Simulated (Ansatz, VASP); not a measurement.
# K2Li2Mg2Si7O18 (glassy 64SiO2-18MgO-9Li2O-9K2O (mol %)): VASP beside Ansatz, part 2 of 2

Aim: how closely do two programs agree when they are given the same cell, functional and k mesh? Of the first pair: The structure shown is the start of the Ansatz relaxation below; VASP solves that cell, so the two are compared at the walk's first step.

VASP 6.6.1 and Ansatz 0.2.0.

So far. Step 3 (VASP: single point, PBE, start cell, pair 1): The run ends at a pressure of -7.23 GPa, with forces up to 1.0 eV/Å.

### 5. Ansatz: relaxation, PBE

Level of this step: Ansatz beside VASP: Kohn-Sham DFT, plane waves, PBE (Ansatz).

This run makes the geometry at which the two programs are then compared.

The structure compared here is the end of the Ansatz relaxation.

File input.yaml:

```yaml
crystal:
  lattice:
    - [12.70332, -0.01211, 0.00327]
    - [-0.01211, 13.2166, -0.05516]
    - [0.00327, -0.05516, 13.20087]
  atoms:
    - { symbol: Si, position: [0.62491, 0.80326, 0.78513] }
    - { symbol: Si, position: [0.57945, 0.2031, 0.29117] }
    - { symbol: Si, position: [0.06007, 0.81828, 0.1713] }
    - { symbol: Si, position: [0.88614, 0.26463, 0.44756] }
    - { symbol: Si, position: [0.00241, 0.84033, 0.40136] }
    - { symbol: Si, position: [0.60837, 0.06542, 0.49036] }
    - { symbol: Si, position: [0.0589, 0.99021, 0.0006] }
    - { symbol: Si, position: [0.51075, 0.12121, 0.8775] }
    - { symbol: Si, position: [0.27174, 0.28192, 0.06603] }
    - { symbol: Si, position: [0.38504, 0.34, 0.27143] }
    - { symbol: Si, position: [0.48194, 0.77498, 0.24189] }
    - { symbol: Si, position: [0.81779, 0.46212, 0.3118] }
    - { symbol: Si, position: [0.06726, 0.26065, 0.61694] }
    - { symbol: Si, position: [0.91981, 0.92775, 0.82024] }
    - { symbol: Si, position: [0.31464, 0.64594, 0.59941] }
    - { symbol: Si, position: [0.27003, 0.05308, 0.09637] }
    - { symbol: Si, position: [0.69624, 0.67136, 0.60269] }
    - { symbol: Si, position: [0.38675, 0.3305, 0.85679] }
    - { symbol: Si, position: [0.15676, 0.59845, 0.88288] }
    - { symbol: Si, position: [0.65659, 0.19572, 0.06897] }
    - { symbol: Si, position: [0.79344, 0.49178, 0.87525] }
    - { symbol: Si, position: [0.49732, 0.72272, 0.4685] }
    - { symbol: Si, position: [0.70668, 0.43906, 0.08854] }
    - { symbol: Si, position: [0.23158, 0.44027, 0.7003] }
    - { symbol: Si, position: [0.58971, 0.46149, 0.61808] }
    - { symbol: Si, position: [0.70958, 0.25572, 0.61875] }
    - { symbol: Si, position: [0.85254, 0.75772, 0.08593] }
    - { symbol: Si, position: [0.39119, 0.95051, 0.51292] }
    - { symbol: Si, position: [0.87223, 0.27467, 0.78251] }
    - { symbol: Si, position: [0.04465, 0.31334, 0.15708] }
[... 119 atom lines left out ...]
    - { symbol: O, position: [0.64627, 0.69772, 0.71568] }
    - { symbol: O, position: [0.5038, 0.61739, 0.89921] }
    - { symbol: O, position: [0.22682, 0.70186, 0.52864] }
    - { symbol: O, position: [0.80217, 0.46373, 0.99805] }
    - { symbol: O, position: [0.42717, 0.63526, 0.52756] }
    - { symbol: O, position: [0.80032, 0.2985, 0.54032] }
kpoints:
  mp_grid: { grid: [1, 1, 1] }
hamiltonian:
  xc: pbe
scf:
  occupations: { method: fixed }
output:
  forces: true
  eigenvalues: true
  stress: true
relax:
  f_tol: 0.05
  max_steps: 70
```

Started as:

```console
> ansatz run input.yaml --threads 4 --pin off --max-ram 8192MiB --backend cpu --events-out ev --progress --plain --runs-dir out
```

Numbers of over 12 decimals in the logs are rounded to 6 here.

The log of the run:

```text
[...]
Crystal: 155 atoms, lattice volume = 2216.315 Å³
Basis set: ecut = 420 eV, 43311 PW (Γ), exchange–correlation on 180×180×180 points (8 copies of the dense FFT grid, shifted against one another)
Bands: 605, of which v1, the nominal top of the filled ones, is band 450 counted from 1 (449 counted from 0)
Symmetry: 1 space group operations
[...]
k-points: 1
[...]
- { symbol: O, position: [0.344023, 0.987188, 0.414959] }
    - { symbol: O, position: [0.892701, 0.149191, 0.413904] }
    - { symbol: O, position: [0.612455, 0.704654, 0.514165] }
    - { symbol: O, position: [0.048419, 0.508186, 0.428839] }
    - { symbol: O, position: [0.523806, 0.503160, 0.710760] }
    - { symbol: O, position: [0.172203, 0.506874, 0.789807] }
    - { symbol: O, position: [0.042980, 0.435306, 0.147925] }
[...]
- { symbol: O, position: [0.217375, 0.695069, 0.547233] }
    - { symbol: O, position: [0.794185, 0.466026, 1.003051] }
    - { symbol: O, position: [0.411381, 0.637542, 0.508934] }
    - { symbol: O, position: [0.804745, 0.295533, 0.537006] }
```

### 6. VASP: single point, PBE, relaxed cell, pair 2

The same cell, functional and mesh now go to VASP, with its own data sets.

File INCAR:

```
SYSTEM = K2Li2Mg2Si7O18
PREC = Accurate
ENCUT = 750
EDIFF = 1E-06
NELM = 120
ISMEAR = 0
SIGMA = 0.01
LREAL = Auto
ALGO = Normal
GGA = PE
NBANDS = 518
LORBIT = 11
LWAVE = .FALSE.
LCHARG = .FALSE.
ISIF = 2
LASPH = .TRUE.
GGA_COMPAT = .FALSE.
EFERMI = MIDGAP
```

File POSCAR:

```
K2Li2Mg2Si7O18
1.0
   12.7033200000     -0.0121100000      0.0032700000
   -0.0121100000     13.2166000000     -0.0551600000
    0.0032700000     -0.0551600000     13.2008700000
Si Mg Li K O
35 10 10 10 90
Direct
    0.6211700000      0.7996700000      0.7909600000
    0.5847500000      0.2060600000      0.2919300000
    0.0499100000      0.8167600000      0.1677600000
    0.8932900000      0.2636000000      0.4500400000
    0.9960900000      0.8283100000      0.3945300000
    0.6169800000      0.0689400000      0.4897800000
    0.0510800000      0.9910600000      0.0071200000
    0.5146100000      0.1221800000      0.8810800000
    0.2780200000      0.2797600000      0.0663800000
    0.3923500000      0.3419300000      0.2697200000
    0.4732900000      0.7764100000      0.2419900000
    0.8192400000      0.4525200000      0.3088100000
    0.0627100000      0.2715000000      0.6243800000
    0.9139900000      0.9237200000      0.8321700000
    0.3157900000      0.6416400000      0.5998700000
    0.2696300000      0.0494000000      0.0975000000
    0.6922800000      0.6724900000      0.6067500000
    0.3903300000      0.3297400000      0.8580500000
    0.1530900000      0.5991900000      0.8787700000
    0.6575900000      0.2009400000      0.0696900000
    0.7878100000      0.4931200000      0.8817600000
    0.4945000000      0.7228600000      0.4686900000
    0.7004700000      0.4395200000      0.0910200000
    0.2342600000      0.4410500000      0.7031500000
    0.5998400000      0.4635700000      0.6172200000
    0.7164600000      0.2563600000      0.6166100000
    0.8444100000      0.7535500000      0.0860600000
    0.4036100000      0.9516600000      0.5155700000
    0.8702900000      0.2815400000      0.7851400000
    0.0512200000      0.3137500000      0.1494600000
[... 119 atom lines left out ...]
    0.6457200000      0.6997500000      0.7185500000
    0.4981900000      0.6135700000      0.8940800000
    0.2173800000      0.6950700000      0.5472300000
    0.7941900000      0.4660300000      0.0030500000
    0.4113800000      0.6375400000      0.5089300000
    0.8047500000      0.2955300000      0.5370100000
```

File KPOINTS:

```
Automatic mesh
0
Gamma
1 1 1
0 0 0
```

Potentials, in the order of the species: Si, Mg, Li_sv, K_sv and O (PBE family, release 64).

Started as:

```console
> export OMP_NUM_THREADS=3
> mpirun -np 1 vasp_gam
```

The log of the run:

```text
[... set-up lines as in an earlier step ...]
 entering main loop
       N       E                     dE             d eps       ncg     rms          rms(c)
DAV:   1     0.101072688013E+05    0.10107E+05   -0.56178E+05  1036   0.209E+03
DAV:   2    -0.128662583201E+03   -0.10236E+05   -0.97594E+04  1300   0.468E+02
DAV:   3    -0.118848425609E+04   -0.10598E+04   -0.10516E+04  1242   0.159E+02
DAV:   4    -0.123833050898E+04   -0.49846E+02   -0.49612E+02  1400   0.323E+01
[...]
DAV:  19    -0.108279154136E+04    0.16712E-05   -0.14610E-05  1208   0.870E-03    0.169E-02
DAV:  20    -0.108279154147E+04   -0.11180E-06   -0.23214E-05  1216   0.101E-02    0.822E-03
DAV:  21    -0.108279154144E+04    0.25873E-07   -0.68535E-06  1200   0.499E-03
   1 F= -.10827915E+04 E0= -.10827915E+04  d E =0.000000E+00
```

Parts of OUTCAR (step 6):

```text
  Total      -26.1517167    -33.4021568    -24.8304392      2.0129445      5.7011048     -2.4418007
  in kB      -18.9051108    -24.1464635    -17.9499575      1.4551602      4.1213362     -1.7651810
  external PRESSURE =     -20.3338439 kB  Pullay stress =       0.0000000 kB

  FREE ENERGIE OF THE ION-ELECTRON SYSTEM (eV)
  ---------------------------------------------------
  free  energy   TOTEN  =     -1082.7915414447 eV

  energy  without entropy=    -1082.7915414447  energy(sigma->0) =    -1082.79154144

[... 1 part as in an earlier step ...]

[... 2 further parts left out ...]
[key lines of the parts left out:]
E-fermi :   3.0220
```

The run ends at a pressure of -2.03 GPa, with forces up to 0.13 eV/Å.

### 7. Comparison

What differs besides the data sets and the points named for the pairs above, as far as they apply: the data sets hold 900 valence electrons in Ansatz (on its default PAW (the set named soft_2) files) and 820 in VASP; the cutoff is 420 eV in Ansatz and 750 eV in VASP (PREC = Accurate, projectors in real space). Total energies have different zeros and are not compared.

The two programs side by side:

```csv
quantity,Ansatz,VASP,difference
pressure (GPa),-1.96,-2.03,+0.07
gap on the k mesh (eV),3.482,3.476,+0.006
```

Forces on 7 of the 155 atoms, those with the largest forces and the largest differences (eV/Å; atoms numbered as in POSCAR):

| atom | Ansatz x, y, z | VASP x, y, z |
| --- | --- | --- |
| Si2 | -0.004, -0.003, -0.007 | -0.019, -0.118, -0.038 |
| Si4 | 0.003, 0.038, 0.011 | 0.023, 0.121, 0.004 |
| Si15 | -0.005, 0.005, -0.023 | 0.031, -0.086, -0.040 |
| O68 | -0.002, -0.015, 0.006 | -0.022, -0.093, -0.008 |
| O93 | -0.004, 0.004, 0.004 | 0.027, 0.098, 0.034 |
| O106 | -0.007, 0.001, 0.000 | -0.082, 0.054, -0.010 |
| O138 | -0.005, 0.000, -0.004 | -0.077, -0.067, -0.028 |

The forces differ by 29 meV/Å r.m.s., where the r.m.s. force is 0.010 eV/Å in Ansatz and 0.030 eV/Å in VASP: the atoms lie near their places of rest in Ansatz, so a percentage would say little (all taken over all components). A gap on the mesh is an upper bound, since the band edges may lie between its points.

### 8. Results

```
r.m.s. force difference (single point, PBE, start cell, pair 1)   : 9.3 % of the r.m.s. force
r.m.s. force difference (single point, PBE, relaxed cell, pair 2) : 29 meV/Å
```

What this shows: The r.m.s. force difference is 9.3 % of the r.m.s. force (single point, PBE, start cell, pair 1), beyond the 3 % picked in this series as the mark of a large difference. The data sets hold unlike numbers of valence electrons (900 in Ansatz and 820 in VASP), so part of the differences comes from the potentials. What causes the difference of the single point, PBE, start cell, pair 1 pair stays open here. What causes the difference of the single point, PBE, relaxed cell, pair 2 pair stays open here. Such differences can come from data sets, numerical settings and the points named under the comparisons, not from the functional's error against experiment.

[Lines on the potential files, build, host, timing and source positions are cut from VASP's logs without a mark.]

[Logs are printed without paths, hosts, clocks, repeated set-up lines and the standing remarks that a program may print on its own settings, such as how far it seeks lower states.]

[Hosts, paths, dates, database ids (printed as entryN), source tags and the programs' standing remarks are cut or masked in the printed files.]
